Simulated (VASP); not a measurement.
VASP ran on this input.

INCAR:
```
LASPH  =  .True.   ! aspherical one-centre terms
NSW  =  40
LREAL  =  .False.
PREC  =  Accurate
ISIF  =  3   ! ions, shape and volume
SIGMA  =  0.05   ! width (eV)
ENCUT  =  500   ! plane-wave cut-off (eV)
NELM  =  100   ! most electronic steps
LCHARG  =  .False.
EDIFF  =  1E-6   ! SCF stop (eV)
LWAVE  =  .False.
LMAXMIX  =  4   ! l cut-off of mixed one-centre charges
IBRION  =  2   ! conjugate gradients
PSTRESS  =  200   ! kbar
EDIFFG  =  -0.02
ISMEAR  =  0   ! Gaussian
SYSTEM  =  SrCl2
ALGO  =  Normal
```

**KPOINTS**
```
Automatic mesh
0
Gamma
6 6 6
0 0 0
```

### POSCAR
```
SrCl2
1
    0.0000000000     3.2300094047     3.2300094047
    3.2300094047     0.0000000000     3.2300094047
    3.2300094047     3.2300094047     0.0000000000
Sr Cl
1 2
Direct
  0.0000000000   0.0000000000   0.0000000000
  0.2500000000   0.2500000000   0.2500000000
  0.7500000000   0.7500000000   0.7500000000
```

POTCAR, in this order: Sr_sv Cl (LDA.64 set). Program: vasp_std.

Write an equivalent input for Quantum ESPRESSO's pw.x.

One equivalent input (not run):
```
&CONTROL
  calculation = 'vc-relax'
  pseudo_dir = './pseudo'
  outdir = './out'
  tprnfor = .true.
  tstress = .true.
  nstep = 40
  forc_conv_thr = 0.00078
/
&SYSTEM
  ibrav = 0
  nat = 3
  ntyp = 2
  ecutwfc = 68
  occupations = 'smearing'
  smearing = 'gaussian'
  degauss = 0.003675
  input_dft = 'pz'
/
&ELECTRONS
  conv_thr = 7.3e-08
  electron_maxstep = 100
/
&IONS
/
&CELL
  press = 200
/
ATOMIC_SPECIES
  Sr 87.620 Sr.upf
  Cl 35.450 Cl.upf
CELL_PARAMETERS angstrom
     0.0000000    3.2300094    3.2300094
     3.2300094    0.0000000    3.2300094
     3.2300094    3.2300094    0.0000000
ATOMIC_POSITIONS crystal
  Sr   0.0000000  0.0000000  0.0000000
  Cl   0.2500000  0.2500000  0.2500000
  Cl   0.7500000  0.7500000  0.7500000
K_POINTS automatic
  6 6 6 0 0 0
```
The two are equivalent in intent, not identical: the potentials are each code's own (VASP's PAW set, PseudoDojo norm-conserving files in pw.x), so ENCUT and ecutwfc are chosen apart and not converted; conv_thr bounds pw.x's estimated SCF error, while EDIFF bounds the energy change between steps; forc_conv_thr acts on force components and is met together with etot_conv_thr.

The compound is SrCl2 in the fluorite structure. This run relaxes it under an external pressure of 20 GPa. Symmetry was kept, so distortions that lower it aren't found.
